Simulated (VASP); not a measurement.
Data:

```yaml
crystal:
  lattice:
    - [0.00000, 2.97178, 2.97178]
    - [2.97178, 0.00000, 2.97178]
    - [2.97178, 2.97178, 0.00000]
  atoms:
    - { symbol: Ca, position: [0.00000, 0.00000, 0.00000] }
    - { symbol: Se, position: [0.50000, 0.50000, 0.50000] }
```

Calculation: r2SCAN meta-GGA, VASP's PBE PAW potentials (set 64) (plane waves; VASP). Run with 520 eV cut-off, 9×9×9 Γ-centred mesh, tetrahedra with Blöchl corrections, potentials Ca_sv Se.

Question: Tabulate the total density of states (states/eV per cell) against energy (eV; zero at the valence-band maximum or, without a gap, the Fermi level).

Answer: 
```tsv
E (eV)	DOS (states/eV)
-9.98	0.00
-9.75	0.00
-9.40	0.00
-9.17	0.00
-8.94	0.00
-8.59	0.00
-8.36	0.00
-8.13	0.00
-7.79	0.00
-7.55	0.00
-7.32	0.00
-6.98	0.00
-6.75	0.00
-6.52	0.00
-6.17	0.00
-5.94	0.00
-5.71	0.00
-5.36	0.00
-5.13	0.00
-4.90	0.00
-4.56	0.00
-4.33	0.00
-4.10	0.00
-3.75	0.00
-3.52	0.00
-3.29	0.00
-2.94	0.69
-2.71	1.57
-2.48	4.43
-2.14	0.58
-1.90	0.93
-1.56	2.01
-1.33	3.07
-1.10	6.53
-0.75	1.73
-0.52	0.90
-0.29	0.46
0.06	0.00
0.29	0.00
0.52	0.00
0.86	0.00
1.09	0.00
1.32	0.00
1.67	0.00
1.90	0.00
2.13	0.00
2.48	0.00
2.71	0.07
2.94	0.26
3.28	0.43
3.51	0.56
3.75	0.71
4.09	1.25
4.32	1.42
4.55	1.69
4.90	1.78
5.13	1.24
5.36	2.05
5.71	4.33
5.94	4.84
```
Within 2 eV below the valence-band maximum the largest weight inside VASP's projection spheres is Se p.

The compound is CaSe in the rock salt structure. It was relaxed first.
